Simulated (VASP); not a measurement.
Output of a VASP run:

File OSZICAR:
```
...
       N       E                     dE             d eps       ncg     rms          rms(c)
DAV:   1    -0.223761704965E+03   -0.12395E-01   -0.42571E-01   348   0.122E+00    0.264E-01
RMM:   2    -0.223764056912E+03   -0.23519E-02   -0.29253E-02   324   0.283E-01    0.822E-02
RMM:   3    -0.223764466538E+03   -0.40963E-03   -0.44396E-03   331   0.117E-01    0.400E-02
RMM:   4    -0.223764513566E+03   -0.47028E-04   -0.71995E-04   341   0.492E-02    0.291E-02
RMM:   5    -0.223764521179E+03   -0.76133E-05   -0.13950E-04   327   0.237E-02    0.931E-03
RMM:   6    -0.223764524564E+03   -0.33841E-05   -0.30760E-05   225   0.113E-02
   6 F= -.22376452E+03 E0= -.22376433E+03  d E =-.152097E-01
       N       E                     dE             d eps       ncg     rms          rms(c)
DAV:   1    -0.223766172211E+03   -0.16510E-02   -0.12665E-01   344   0.666E-01    0.145E-01
RMM:   2    -0.223766883264E+03   -0.71105E-03   -0.88218E-03   324   0.155E-01    0.450E-02
RMM:   3    -0.223767006750E+03   -0.12349E-03   -0.13420E-03   331   0.642E-02    0.220E-02
RMM:   4    -0.223767021832E+03   -0.15083E-04   -0.22655E-04   344   0.272E-02    0.163E-02
RMM:   5    -0.223767023476E+03   -0.16435E-05   -0.36156E-05   234   0.124E-02
   7 F= -.22376702E+03 E0= -.22376682E+03  d E =-.177087E-01
       N       E                     dE             d eps       ncg     rms          rms(c)
DAV:   1    -0.223770344275E+03   -0.33224E-02   -0.84195E-02   344   0.534E-01    0.151E-01
RMM:   2    -0.223770749060E+03   -0.40478E-03   -0.61088E-03   324   0.133E-01    0.457E-02
RMM:   3    -0.223770827924E+03   -0.78864E-04   -0.95606E-04   329   0.549E-02    0.226E-02
RMM:   4    -0.223770839196E+03   -0.11272E-04   -0.14815E-04   337   0.225E-02    0.160E-02
RMM:   5    -0.223770842045E+03   -0.28489E-05   -0.38453E-05   234   0.125E-02
   8 F= -.22377084E+03 E0= -.22377063E+03  d E =-.381857E-02
       N       E                     dE             d eps       ncg     rms          rms(c)
DAV:   1    -0.223771157795E+03   -0.31860E-03   -0.11937E-02   376   0.202E-01    0.567E-02
RMM:   2    -0.223771217817E+03   -0.60022E-04   -0.90696E-04   324   0.510E-02    0.166E-02
RMM:   3    -0.223771230884E+03   -0.13067E-04   -0.14793E-04   326   0.215E-02    0.955E-03
RMM:   4    -0.223771232656E+03   -0.17720E-05   -0.21638E-05   206   0.892E-03
   9 F= -.22377123E+03 E0= -.22377101E+03  d E =-.420918E-02
       N       E                     dE             d eps       ncg     rms          rms(c)
DAV:   1    -0.223771242507E+03   -0.11623E-04   -0.46650E-04   384   0.395E-02    0.112E-02
RMM:   2    -0.223771244369E+03   -0.18616E-05   -0.33477E-05   206   0.987E-03    0.350E-03
RMM:   3    -0.223771244889E+03   -0.52009E-06   -0.59094E-06   167   0.432E-03    0.196E-03
RMM:   4    -0.223771244950E+03   -0.60892E-07   -0.49035E-07    73   0.189E-03
  10 F= -.22377124E+03 E0= -.22377102E+03  d E =-.422147E-02
       N       E                     dE             d eps       ncg     rms          rms(c)
DAV:   1    -0.223772024493E+03   -0.77960E-03   -0.46606E-02   342   0.408E-01    0.777E-02
RMM:   2    -0.223772263049E+03   -0.23856E-03   -0.28637E-03   324   0.899E-02    0.254E-02
RMM:   3    -0.223772306949E+03   -0.43900E-04   -0.45516E-04   335   0.372E-02    0.132E-02
RMM:   4    -0.223772310930E+03   -0.39819E-05   -0.71454E-05   269   0.159E-02
  11 F= -.22377231E+03 E0= -.22377209E+03  d E =-.106598E-02
```

**OUTCAR**
```
------------------------ aborting loop because EDIFF is reached ----------------------------------------
  FORCE on cell =-STRESS in cart. coord.  units (eV):
  Direction    XX          YY          ZZ          XY          YZ          ZX
  --------------------------------------------------------------------------------------
  Total       26.9475207     26.9706967     26.9683812      0.0396113     -0.0040308      0.0182480
  in kB       22.3755282     22.3947720     22.3928494      0.0328907     -0.0033469      0.0151520
  external PRESSURE =      22.3877165 kB  Pullay stress =       0.0000000 kB
  volume of cell :     1929.55
      direct lattice vectors                 reciprocal lattice vectors
    12.449503558  0.000000000  0.000000000     0.080324488  0.000000000  0.000000000
     0.000000000 12.449503558  0.000000000     0.000000000  0.080324488  0.000000000
     0.000000000  0.000000000 12.449503558     0.000000000  0.000000000  0.080324488
  FREE ENERGIE OF THE ION-ELECTRON SYSTEM (eV)
  ---------------------------------------------------
  free  energy   TOTEN  =      -223.7723109304 eV

  energy  without entropy=     -223.7718653149  energy(sigma->0) =     -223.77208812

 reached required accuracy - stopping structural energy minimisation
```
(Selected blocks of OUTCAR.)

POSCAR:
```
Ga32AsSb31
1
   12.4495035576    -0.0000000000    -0.0000000000
   -0.0000000000    12.4495035576     0.0000000000
    0.0000000000     0.0000000000    12.4495035576
Ga Sb As
32 31 1
Direct
  0.5000000000   0.0000000000   0.0000000000
  0.7500000000   0.2500000000   0.0000000000
  0.7500000000   0.0000000000   0.2500000000
  0.0000000000   0.0000000000   0.0000000000
  0.2500000000   0.2500000000   0.0000000000
  0.5000000000   0.5000000000   0.0000000000
  0.7500000000   0.7500000000   0.0000000000
  0.2500000000   0.0000000000   0.2500000000
  0.4980090000   0.2464700000   0.2535020000
  0.7491070000   0.4990060000   0.2512420000
  0.5000000000   0.0000000000   0.5000000000
  0.7522100000   0.2484590000   0.5039190000
  0.7500000000   0.0000000000   0.7500000000
  0.0000000000   0.5000000000   0.0000000000
  0.2500000000   0.7500000000   0.0000000000
  0.0000000000   0.2500000000   0.2500000000
  0.2500000000   0.5000000000   0.2500000000
  0.5000000000   0.7500000000   0.2500000000
  0.0000000000   0.0000000000   0.5000000000
  0.2500000000   0.2500000000   0.5000000000
  0.4995640000   0.4977410000   0.5031610000
  0.7500000000   0.7500000000   0.5000000000
  0.2500000000   0.0000000000   0.7500000000
  0.5000000000   0.2500000000   0.7500000000
  0.7500000000   0.5000000000   0.7500000000
  0.0000000000   0.7500000000   0.2500000000
  0.0000000000   0.5000000000   0.5000000000
  0.2500000000   0.7500000000   0.5000000000
  0.0000000000   0.2500000000   0.7500000000
  0.2500000000   0.5000000000   0.7500000000
  0.5000000000   0.7500000000   0.7500000000
  0.0000000000   0.7500000000   0.7500000000
  0.6250000000   0.1250000000   0.1250000000
  0.8750000000   0.3750000000   0.1250000000
  0.8750000000   0.1250000000   0.3750000000
  0.1250000000   0.1250000000   0.1250000000
  0.3750000000   0.3750000000   0.1250000000
  0.6250000000   0.6250000000   0.1250000000
  0.8750000000   0.8750000000   0.1250000000
  0.3750000000   0.1250000000   0.3750000000
  0.8750000000   0.6250000000   0.3750000000
  0.6250000000   0.1250000000   0.6250000000
  0.8750000000   0.3750000000   0.6250000000
  0.8750000000   0.1250000000   0.8750000000
  0.1250000000   0.6250000000   0.1250000000
  0.3750000000   0.8750000000   0.1250000000
  0.1250000000   0.3750000000   0.3750000000
  0.3750000000   0.6250000000   0.3750000000
  0.6250000000   0.8750000000   0.3750000000
  0.1250000000   0.1250000000   0.6250000000
  0.3750000000   0.3750000000   0.6250000000
  0.6250000000   0.6250000000   0.6250000000
  0.8750000000   0.8750000000   0.6250000000
  0.3750000000   0.1250000000   0.8750000000
  0.6250000000   0.3750000000   0.8750000000
  0.8750000000   0.6250000000   0.8750000000
  0.1250000000   0.8750000000   0.3750000000
  0.1250000000   0.6250000000   0.6250000000
  0.3750000000   0.8750000000   0.6250000000
  0.1250000000   0.3750000000   0.8750000000
  0.3750000000   0.6250000000   0.8750000000
  0.6250000000   0.8750000000   0.8750000000
  0.1250000000   0.8750000000   0.8750000000
  0.6253820000   0.3788300000   0.3782570000
```

Q: Write an INCAR and KPOINTS that could have produced this output.

A: One answer among several that fit: the input of the run itself, PBE GGA, plane waves, VASP's PBE PAW potentials (set 64).

**KPOINTS**
```
Automatic mesh
0
Gamma
1 1 1
0 0 0
```

**INCAR**
```
SYSTEM=Ga32AsSb31
PREC=Normal; ENCUT=400; LREAL=Auto
LASPH=T; ISYM=0; NELECT=258.0
EDIFF=1E-5; NELM=100; NELMIN=4
ALGO=Fast; LMAXMIX=4
ISMEAR=0; SIGMA=0.05
GGA=PE
IBRION=2; NSW=60; ISIF=2
EDIFFG=-0.03
LWAVE=F; LCHARG=F
```

POTCAR, in this order: Ga Sb As (PBE.64 set). Program: vasp_gam.

The cell is charged, with a uniform compensating background. The supercell is sampled at Γ alone, which is coarse: total energies, pressure and levels can be off, energies of defects by several tenths of an eV.

The cell is a supercell with a defect, built from GaSb (zinc blende): As_Sb, charge -2. The run is not spin-polarised, so no state with unpaired spins was tried.
